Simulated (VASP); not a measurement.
Data:

```
NiO
1.0
    4.05499     2.02119     2.02119
    2.02119     4.05499     2.02119
    2.02119     2.02119     4.05499
Ni O
2 2
Direct
  0.00000   0.00000   0.00000
  0.50000   0.50000   0.50000
  0.25000   0.25000   0.25000
  0.75000   0.75000   0.75000
```
Starting moments (μB, in the order of the record's atoms Ni Ni O O): 1.1 -1.1 0.0 0.0.

These are LDA (Ceperley-Alder, Perdew-Zunger), VASP's LDA PAW potentials (set 64) (plane waves; VASP) values and carry that method's errors. Settings: 520 eV cut-off, 10×10×10 Γ-centred mesh, tetrahedra with Blöchl corrections, potentials Ni O.

The cores are frozen, which limits the accuracy of field gradients.

Give the principal components of the electric field gradient (V/Å²) and the asymmetry η at each nucleus.

| atom | Vxx | Vyy | Vzz | η |
|---|---|---|---|---|
| Ni1 | -1.3 | -1.3 | 2.7 | 0.00 |
| Ni2 | -1.3 | -1.3 | 2.7 | 0.00 |
| O3 | 2.5 | 2.5 | -5.0 | 0.00 |
| O4 | 2.5 | 2.5 | -5.0 | 0.00 |

The compound is NiO in the rock salt, AFM-II order structure. It was relaxed first, which changed the volume by -8 %.
